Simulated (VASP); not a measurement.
Computed with PBE GGA with D4 dispersion, VASP's PBE PAW potentials (set 64) (plane waves; VASP).

VASP ran on this input.

File KPOINTS:
```
Automatic mesh
0
Gamma
8 8 8
0 0 0
```

### INCAR
```
! general
SYSTEM  = InP
PREC    = Accurate
ENCUT   = 520   ! plane-wave cut-off (eV)
LREAL   = .FALSE.
LASPH   = .TRUE.

! electronic loop
EDIFF   = 1E-7   ! SCF stop (eV)
NELM    = 100   ! most electronic steps
ALGO    = Normal   ! blocked Davidson
LMAXMIX = 4   ! l cut-off of mixed one-centre charges

! smearing
ISMEAR  = 0   ! Gaussian
SIGMA   = 0.05   ! width (eV)

! functional
GGA     = PE   ! PBE
IVDW    = 13

! ions
ISIF    = 2   ! forces and stress, cell fixed

! output
LWAVE   = .FALSE.
LCHARG  = .FALSE.
```

### POSCAR
```
InP
1
    0.0000000000     3.0025274766     3.0025274766
    3.0025274766     0.0000000000     3.0025274766
    3.0025274766     3.0025274766     0.0000000000
In P
1 1
Direct
  0.0000000000   0.0000000000   0.0000000000
  0.2500000000   0.2500000000   0.2500000000
```

POTCAR, in this order: In_d P (PBE.64 set). Program: vasp_std.

Problem. What will the output report for the number of irreducible k-points (NKPTS), largest plane-wave count, number of space-group operations, FFT grid (NGX, NGY, NGZ)?

Solution. 
```
Quantity                                      Result
--------------------------------------  ------------
number of irreducible k-points (NKPTS)            29
largest plane-wave count                        1475
number of space-group operations                  24
FFT grid (NGX, NGY, NGZ)                32 × 32 × 32
```

The compound is InP in the zinc blende structure. This cell is one point of a volume scan, at 1.06 of the reference volume.
